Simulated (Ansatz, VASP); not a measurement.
Ga2Te3O: VASP beside Ansatz

```xyz
6
Lattice="6.0179 0.0000 0.0000 -3.0090 5.2117 0.0000 0.0000 0.0000 5.8886" Properties=species:S:1:pos:R:3 pbc="T T T"
Ga    3.0090    1.7372    2.8322
Ga    0.0000    3.4745    2.8322
Te   -1.5045    2.6058    0.2843
Te    3.0090    0.0000    0.2843
Te    1.5045    2.6058    0.2843
O     0.0000    0.0000    0.3724
```

Change from the starting cell: species swapped into the NaSn2Pd3 type (P6mm, No. 183).

Alike in both runs: functional PBE; k mesh 6 × 6 × 6; occupations gaussian, width 0.1 eV; no spin polarisation.

Ansatz relaxed the structure, and its values are those at the end. VASP's run is a single point on that final structure, the one shown.

|  | VASP | Ansatz |
| --- | --- | --- |
| version | VASP 6.6.1 | Ansatz 0.2.0 |
| potentials or method | VASP PAW PBE potentials, release 64 (Ga_d, Te, O) | scalar-relativistic, plane waves, PAW |
| plane-wave cutoff (eV) | 520 | 420 |
| valence electrons in the cell | 50 | 80 |

VASP gave:

* gap on the k mesh at the Fermi level (eV): none
* pressure (GPa): 0.0
* rms of the force components (eV/Å): 0.001

What did Ansatz give for the same quantities?

gap on the k mesh at the Fermi level (eV): none; pressure (GPa): 0.0; rms of the force components (eV/Å): 0.004.

A gap of «none» marks a metal or a gap that the smearing closes. The two sets of potentials don't hold the same shells in valence.

Caveats: this functional lacks dispersion, which binds the layers, so the pressure and a relaxed spacing across them are unreliable. The runs have no spin-orbit coupling, so splittings on Te are missing.
